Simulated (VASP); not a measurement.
The system is AlN.

```
Al N
1.0
     3.11300    0.00000    0.00000
    -1.55650    2.69594    0.00000
     0.00000    0.00000    4.98100
Al N
2 2
Direct
  0.33333 0.66667 0.00000
  0.66667 0.33333 0.50000
  0.33333 0.66667 0.38000
  0.66667 0.33333 0.88000
```

* Program: VASP 6.6.1
* Task: relaxation of cell and atoms
* Functional: PBE
* Potentials or basis: VASP PAW PBE potentials, release 64 (Al, N)
* Cutoff: 600 eV
* k mesh: 9 × 9 × 6
* Occupations: gaussian, width 0.02 eV
* Spin: no spin polarisation

At the start: pressure 3.3 GPa; volume 10.45 Å³/atom.

How do energy, volume and symmetry change on relaxing?

Over 3 steps the energy falls by 2.1 meV/atom and the volume is 10.62 Å³/atom (+1.7 %); space group P6_3mc (No. 186, to 0.05 Å).

Step by step:
```csv
step,energy change (eV),largest force (eV/Å),pressure (GPa),volume (Å³)
1,0.0000,0.1290,3.35,41.80
2,-0.0017,0.0910,-2.80,43.14
3,-0.0083,0.0042,0.02,42.50
```

Final structure:
```cif
data_structure
_symmetry_space_group_name_H-M 'P 1'
_symmetry_Int_Tables_number 1
_cell_length_a 3.1273
_cell_length_b 3.1273
_cell_length_c 5.0175
_cell_angle_alpha 90.000
_cell_angle_beta 90.000
_cell_angle_gamma 120.000
_cell_volume 42.50
loop_
_atom_site_label
_atom_site_type_symbol
_atom_site_fract_x
_atom_site_fract_y
_atom_site_fract_z
_atom_site_occupancy
Al1 Al 0.33333 0.66667 0.99934 1
Al2 Al 0.66667 0.33333 0.49934 1
N1 N 0.33333 0.66667 0.38066 1
N2 N 0.66667 0.33333 0.88066 1
```
